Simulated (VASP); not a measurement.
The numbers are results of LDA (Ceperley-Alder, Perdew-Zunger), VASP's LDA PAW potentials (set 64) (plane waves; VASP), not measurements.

Input for VASP

### KPOINTS
```
Automatic mesh
0
Gamma
9 9 7
0 0 0
```

POSCAR:
```
P
1.0
  1.6922372759  -5.0390047359   0.0000000000
  1.6922372759   5.0390047359   0.0000000000
  0.0000000000   0.0000000000   3.9412031013
P
4
Cart
  1.6922372759   3.9508448986   3.6851698690
  1.6922372759   1.0881598373   1.7145683183
  1.6922372759  -1.0881598373   2.2266347830
  1.6922372759  -3.9508448986   0.2560332323
```

### INCAR
```
! general
SYSTEM  =  P
PREC    =  Accurate
ENCUT   =  400
LREAL   =  .FALSE.
LASPH   =  .TRUE.

! electronic loop
EDIFF   =  1E-6
NELM    =  100
ALGO    =  Normal

! smearing
ISMEAR  =  1
SIGMA   =  0.1

! ions
IBRION  =  2
NSW     =  60
ISIF    =  3
EDIFFG  =  -0.02

! output
LWAVE   =  .FALSE.
LCHARG  =  .FALSE.
```

POTCAR, in this order: P (LDA.64 set). Program: vasp_std.

Energy and stress use the plane-wave basis of the starting cell.

### Question
Estimate the energy per atom (σ→0), volume per atom, band gap (on the k-mesh).

### Answer

The energy per atom (σ→0) comes out as -6.029 eV/atom, the band gap (on the k-mesh) comes out as none (metal, semimetal or under 0.01 eV) and the volume per atom is 17.31 Å³/atom.

**OSZICAR**
```
...
   9 F= -.24116386E+02 E0= -.24116388E+02  d E =-.142610E-03
       N       E                     dE             d eps       ncg     rms          rms(c)
DAV:   1    -0.241165641176E+02   -0.17767E-03   -0.90872E-03  2878   0.523E-01    0.677E-02
DAV:   2    -0.241164676001E+02    0.96518E-04   -0.41437E-04  3628   0.144E-01    0.414E-02
DAV:   3    -0.241164204813E+02    0.47119E-04   -0.81057E-05  3130   0.517E-02    0.136E-02
DAV:   4    -0.241164175957E+02    0.28856E-05   -0.91236E-06  3598   0.183E-02    0.783E-03
DAV:   5    -0.241164173711E+02    0.22453E-06   -0.32747E-07  1628   0.439E-03
  10 F= -.24116417E+02 E0= -.24116415E+02  d E =-.173867E-03
```

The compound is P in the black structure. This run relaxes it. Symmetry was kept, so distortions that lower it aren't found. The start is the result of an earlier pass.
